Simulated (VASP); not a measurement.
Data:

```
CELL_PARAMETERS angstrom
      0.00000     2.27129     2.27129
      2.27129     0.00000     2.27129
      2.27129     2.27129     0.00000
ATOMIC_POSITIONS crystal
  B  0.00000 0.00000 0.00000
  P  0.25000 0.25000 0.25000
```

Calculation: optB86b-vdW, VASP's PBE PAW potentials (set 64) (plane waves; VASP 6.6.1). Settings: 520 eV cut-off, Gaussian smearing of 0.050 eV, potentials B P.

**Question.** Give the energies of bands 2 to 7 at the high-symmetry points, in eV from the valence-band maximum.

**Answer.** 
```csv
band,Γ,X,U,L,W
2,0.00,-8.53,-8.12,-8.98,-8.01
3,0.00,-4.09,-6.18,-1.75,-5.64
4,0.00,-4.09,-3.48,-1.75,-5.43
5,3.43,1.38,2.19,3.81,5.37
6,3.43,1.69,6.03,4.75,6.78
7,3.43,12.12,9.75,4.75,7.27
```

The gap is indirect, 1.29 eV, from the valence maximum at Γ to the conduction minimum at Γ-X at 0.86.

The compound is BP in the zinc blende structure. It was relaxed first.
